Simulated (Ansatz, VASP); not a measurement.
# One calculation of CsSrF3, two programs

The input INCAR:

```
PREC = Accurate
ENCUT = 520
EDIFF = 1E-6
ISMEAR = 0
SIGMA = 0.05
LREAL = False
LASPH = True
NELM = 100
ALGO = Normal
ISIF = 2
LWAVE = False
LCHARG = False
GGA = CA
NBANDS = 28
```

File KPOINTS:

```
Automatic mesh
0
Gamma
  6 6 6
```

File POSCAR:

```
CsSrF3
1.0
    4.6482766144      0.0000000000      0.0000000000
    0.0000000000      4.6482766144      0.0000000000
    0.0000000000      0.0000000000      4.6482766144
Cs Sr F
1 1 3
Direct
    0.0000000000      0.0000000000      0.0000000000
    0.5000000000      0.5000000000      0.5000000000
    0.0000000000      0.5000000000      0.5000000000
    0.5000000000      0.0000000000      0.5000000000
    0.5000000000      0.5000000000      0.0000000000
```

Input for Ansatz:

```yaml
crystal:
  lattice:
    - [4.6482766144, 0.0, 0.0]
    - [0.0, 4.6482766144, 0.0]
    - [0.0, 0.0, 4.6482766144]
  atoms:
    - { symbol: Cs, position: [0.0, 0.0, 0.0] }
    - { symbol: Sr, position: [0.5, 0.5, 0.5] }
    - { symbol: F, position: [0.0, 0.5, 0.5] }
    - { symbol: F, position: [0.5, 0.0, 0.5] }
    - { symbol: F, position: [0.5, 0.5, 0.0] }
basis:
  ecutwfc: 420
kpoints:
  mp_grid: { grid: [6, 6, 6] }
hamiltonian:
  xc: lda
scf:
  occupations: { method: gaussian, width: 0.05 }
output:
  forces: true
  stress: true
  eigenvalues: true
```

The cell comes from a database or a generator and needn't be the stable form of this composition.

Alike in both runs: task single point; functional LDA; k mesh 6 × 6 × 6; occupations gaussian, width 0.05 eV; no spin polarisation.

```csv
,VASP,Ansatz
version,VASP 6.6.1,Ansatz 0.2.0
potentials or method,"VASP PAW LDA potentials, release 64 (Cs_sv, Sr_sv, F)","scalar-relativistic, plane waves, PAW"
plane-wave cutoff (eV),520,420
valence electrons in the cell,40,40
```

VASP gave:

| Property | Result |
| --- | --- |
| gap on the k mesh at the Fermi level (eV) | 6.29 |
| least direct gap on the mesh (eV) | 6.29 |
| pressure (GPa) | 0.4 |

Problem. Which values does Ansatz return?

Solution. gap on the k mesh at the Fermi level (eV): 6.31; least direct gap on the mesh (eV): 6.31; pressure (GPa): 0.0.

Caveats: spin-orbit coupling is left out, which moves the levels of the heavy elements. A k mesh can miss the band edges.
